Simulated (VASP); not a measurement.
```
CELL_PARAMETERS angstrom
      0.00000     1.99920     1.99920
      1.99920     0.00000     1.99920
      1.99920     1.99920     0.00000
ATOMIC_POSITIONS crystal
  Pt 0.00000 0.00000 0.00000
```

Calculation: PBE GGA, VASP's PBE PAW potentials (set 64) (plane waves; VASP). Settings: 400 eV cut-off, 14×14×14 Γ-centred mesh, first-order Methfessel-Paxton smearing of 0.10 eV, potentials Pt.

Unless said otherwise, spin-orbit coupling is left out, though it shifts the bands of the heavy elements here.

Task: Predict the energy per atom (σ→0), pressure, band gap (on the k-mesh) with the smallest direct gap where there is one.

Result: 
The band gap (on the k-mesh) is none (metal, semimetal or under 0.01 eV), the energy per atom (σ→0) comes out as -6.098 eV/atom and the pressure comes out as -5.68 GPa.

The absolute energy has meaning only against runs of the same code, potentials and settings.

The compound is Pt in the fcc structure. The cell was not relaxed at this level.
